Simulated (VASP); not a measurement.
A VASP calculation is set up with these files.

File KPOINTS:
```
Automatic mesh
0
Gamma
5 5 5
0 0 0
```

**INCAR**
```
SYSTEM = MnS
PREC = Accurate
ENCUT = 520
EDIFF = 1E-6
NELM = 60
ALGO = Normal
LREAL = .FALSE.
LASPH = .TRUE.
ISMEAR = 0
SIGMA = 0.05
GGA = PE
LMAXMIX = 4
ISPIN = 2
MAGMOM = 5.0 -5.0 0.0 0.0
LORBIT = 10
LWAVE = .FALSE.
LCHARG = .FALSE.
ISIF = 2
```

**POSCAR**
```
MnS
1
    5.3244000000     2.6622000000     2.6622000000
    2.6622000000     5.3244000000     2.6622000000
    2.6622000000     2.6622000000     5.3244000000
Mn S
2 2
Direct
  0.0000000000   0.0000000000   0.0000000000
  0.5000000000   0.5000000000   0.5000000000
  0.2500000000   0.2500000000   0.2500000000
  0.7500000000   0.7500000000   0.7500000000
```

POTCAR, in this order: S Mn_pv (PBE.64 set). Program: vasp_std.

The resulting files:

### standard output
```
 POSCAR found type information on POSCAR MnS
 POSCAR found :  2 types and       4 ions
 Reading from existing POTCAR
 Reading from existing POTCAR
 WARNING: type information on POSCAR and POTCAR are incompatible
 POTCAR overwrites the type information in POSCAR
 typ   1 type information:  Mn S
 WARNING: type information on POSCAR and POTCAR are incompatible
 POTCAR overwrites the type information in POSCAR
 typ   2 type information:  S  Mn
 LDA part: xc-table for (Slater+PW92), standard interpolation
 POSCAR, INCAR and KPOINTS ok, starting setup
 WAVECAR not read
 entering main loop
       N       E                     dE             d eps       ncg     rms          rms(c)
DAV:   1     0.369282340208E+03    0.36928E+03   -0.21426E+04  1828   0.175E+03
DAV:   2     0.160913152936E+02   -0.35319E+03   -0.34833E+03  1777   0.465E+02
DAV:   3    -0.145988539747E+02   -0.30690E+02   -0.30031E+02  2373   0.123E+02
DAV:   4    -0.158100726081E+02   -0.12112E+01   -0.11831E+01  2168   0.213E+01
DAV:   5    -0.158591881699E+02   -0.49116E-01   -0.48616E-01  2281   0.451E+00    0.230E+01
DAV:   6    -0.246709439940E+02   -0.88118E+01   -0.74783E+01  2196   0.612E+01    0.197E+01
DAV:   7    -0.230097353102E+02    0.16612E+01   -0.46873E+01  2164   0.495E+01    0.725E+00
DAV:   8    -0.230255379442E+02   -0.15803E-01   -0.29318E+00  2278   0.114E+01    0.282E+00
DAV:   9    -0.230400159565E+02   -0.14478E-01   -0.71341E-01  2360   0.423E+00    0.151E+00
DAV:  10    -0.230392231538E+02    0.79280E-03   -0.47890E-02  1959   0.204E+00    0.699E-01
DAV:  11    -0.230385275442E+02    0.69561E-03   -0.13488E-02  2346   0.757E-01    0.240E-01
DAV:  12    -0.230391950209E+02   -0.66748E-03   -0.26133E-03  2350   0.265E-01    0.155E-01
DAV:  13    -0.230391840956E+02    0.10925E-04   -0.38848E-04  2213   0.116E-01    0.100E-01
DAV:  14    -0.230391778400E+02    0.62555E-05   -0.11561E-04  2255   0.669E-02    0.406E-02
DAV:  15    -0.230391904159E+02   -0.12576E-04   -0.14678E-05  1916   0.279E-02    0.138E-02
DAV:  16    -0.230391924636E+02   -0.20478E-05   -0.41495E-06  1712   0.986E-03    0.723E-03
DAV:  17    -0.230391926318E+02   -0.16817E-06   -0.36275E-07  1035   0.399E-03
   1 F= -.23039193E+02 E0= -.23017365E+02  d E =-.436552E-01  mag=     0.0000
```

### OUTCAR
```
------------------------ aborting loop because EDIFF is reached ----------------------------------------
  FORCE on cell =-STRESS in cart. coord.  units (eV):
  Direction    XX          YY          ZZ          XY          YZ          ZX
  --------------------------------------------------------------------------------------
  Total      -11.3750536    -11.3750536    -11.3750536     -0.1002142     -0.1002142     -0.1002142
  in kB     -241.4804654   -241.4804654   -241.4804654     -2.1274415     -2.1274415     -2.1274415
  external PRESSURE =    -241.4804654 kB  Pullay stress =       0.0000000 kB
  volume of cell :       75.47
      direct lattice vectors                 reciprocal lattice vectors
     5.324400000  2.662200000  2.662200000     0.281721884 -0.093907295 -0.093907295
     2.662200000  5.324400000  2.662200000    -0.093907295  0.281721884 -0.093907295
     2.662200000  2.662200000  5.324400000    -0.093907295 -0.093907295  0.281721884
 POSITION                                       TOTAL-FORCE (eV/Angst)
 -----------------------------------------------------------------------------------
      0.00000      0.00000      0.00000         0.000000     -0.000000      0.000000
      5.32440      5.32440      5.32440        -0.000000      0.000000     -0.000000
      2.66220      2.66220      2.66220         0.000000      0.000000     -0.000000
      7.98660      7.98660      7.98660        -0.000000     -0.000000     -0.000000
 -----------------------------------------------------------------------------------
    total drift:                                0.000000     -0.000000     -0.000000
  FREE ENERGIE OF THE ION-ELECTRON SYSTEM (eV)
  ---------------------------------------------------
  free  energy   TOTEN  =       -23.0391926318 eV

  energy  without entropy=      -22.9955374243  energy(sigma->0) =      -23.01736503

 total charge

# of ion       s       p       d       tot
------------------------------------------
    1        1.326   2.280   0.000   3.606
    2        1.326   2.280   0.000   3.606
    3        0.176   6.108   5.076  11.361
    4        0.176   6.108   5.076  11.361
--------------------------------------------------
tot          3.005  16.777  10.152  29.934

 magnetization (x)

# of ion       s       p       d       tot
------------------------------------------
    1       -0.000  -0.000   0.000  -0.000
    2        0.000   0.000   0.000   0.000
    3        0.000   0.000   0.000   0.000
    4        0.000   0.000   0.000   0.000
--------------------------------------------------
tot          0.000   0.000   0.000   0.000
```
(Selected blocks of OUTCAR.)

### Question
Read input and log: which fault does this run have?
A. SIGMA is far too large
B. IBRION is misspelt, so VASP ignores the line and takes its default
C. NSW is too small for the relaxation to finish
D. POTCAR lists the elements in another order than POSCAR

### Answer
D, POTCAR lists the elements in another order than POSCAR. The run ends without an error. Against the sound run, the pressure decreases by 17.24 GPa; the band gap falls by 1.18 eV.

To mend it, use POTCAR Mn_pv S of the PBE.64 set.

The mended run (PBE GGA, plane waves, VASP's PBE PAW potentials (set 64)) converges, and its OSZICAR ends with
```
   1 F= -.28243646E+02 E0= -.28243646E+02  d E =-.123125E-16  mag=    -0.0000
```

The compound is MnS in the rock salt, AFM-II order structure. The cell was not relaxed at this level.
